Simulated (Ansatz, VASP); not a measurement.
**RuAu: VASP beside Ansatz**

```xyz
2
Lattice="3.1436 0.0000 0.0000 0.0000 3.1436 0.0000 0.0000 0.0000 3.1436" Properties=species:S:1:pos:R:3 pbc="T T T"
Ru    0.0000    0.0000    0.0000
Au    1.5718    1.5718    1.5718
```

The cell was built by a generator and needn't be a form met in nature.

Alike in both runs: task single point; functional PBE; k mesh 8 × 8 × 8; occupations fermi-dirac, width 0.05 eV; no spin polarisation.

|  | VASP | Ansatz |
| --- | --- | --- |
| version | VASP 6.6.1 | Ansatz 0.2.0 |
| potentials or method | VASP PAW PBE potentials, release 64 (Ru_pv, Au) | Ansatz PAW |
| plane-wave cutoff (eV) | 520 | 420 |
| valence electrons in the cell | 25 | 35 |

Ansatz gave:

```
gap on the k mesh at the Fermi level (eV) : none
pressure (GPa)                            : 4.9
```

What did VASP give for the same quantities?

gap on the k mesh at the Fermi level (eV): none; pressure (GPa): 4.5.

A gap of «none» marks a metal or a gap that the smearing closes. The two sets of potentials don't hold the same shells in valence.

Spin-orbit coupling is left out, which matters for the levels of Au.
